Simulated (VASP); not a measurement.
Cost and result of VASP (PAW) for the lattice constant a of CdS (wurtzite). Static lattice. The cost counts the five points of the equation of state, each on the mesh and cut-off of its row, so the ratios hold those differences too. With PBE it took about 3 core-minutes. Costs are core time on shared hosts, one run each; read them as rough ratios.

```json
[
 {"level": "PBEsol", "k-mesh": "6×6×4", "cut-off (eV)": "520", "lattice constant a (Å)": "(withheld)", "cost over PBE": "within a factor of 2"},
 {"level": "PBE", "k-mesh": "6×6×4", "cut-off (eV)": "520", "lattice constant a (Å)": "4.207", "cost over PBE": "reference"},
 {"level": "LDA", "k-mesh": "6×6×4", "cut-off (eV)": "520", "lattice constant a (Å)": "4.088", "cost over PBE": "within a factor of 2"},
 {"level": "r2SCAN", "k-mesh": "6×6×4", "cut-off (eV)": "520", "lattice constant a (Å)": "4.172", "cost over PBE": "about 6 times"},
 {"level": "SCAN", "k-mesh": "6×6×4", "cut-off (eV)": "520", "lattice constant a (Å)": "(withheld)", "cost over PBE": "(withheld)"}
]
```

Task: Fill in the missing entries.

Result: 
- PBEsol, lattice constant a (Å): 4.136
- SCAN, lattice constant a (Å): 4.160
- SCAN, cost over PBE: about 7 times

Left out are levels that failed, ran on another kind of processor or have no fit band path; at most nine are shown.

The compound is CdS in the wurtzite structure.
